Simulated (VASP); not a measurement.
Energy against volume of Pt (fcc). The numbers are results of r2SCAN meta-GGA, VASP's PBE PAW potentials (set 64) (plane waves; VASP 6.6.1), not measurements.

```
V (Å³/atom)  E (eV/atom)
-----------  -----------
14.400         -51.44300
14.860         -51.48452
15.320         -51.49729
15.779         -51.48634
16.239         -51.45601
```

### Question
Fit a third-order Birch-Murnaghan equation of state.

### Answer

- volume per atom = 15.32 Å³/atom
- bulk modulus = 274 GPa
- pressure derivative of the bulk modulus = 5.55
- lattice constant a = 3.943 Å

Measured: bulk modulus 289 GPa at 0 K (computed value off by -5.2 %), as given by H. Levämäki et al., Physical Review B (2014), arXiv:1402.3671 [corrected for temperature and zero-point phonon effects]; a 3.913 Å at 0 K (computed value off by +0.8 %), as given by Daniel Mejia-Rodriguez et al., Physical Review B (2018), arXiv:1807.09216 [static lattice: zero-point anharmonic expansion removed].

The compound is Pt in the fcc structure. It was relaxed first.
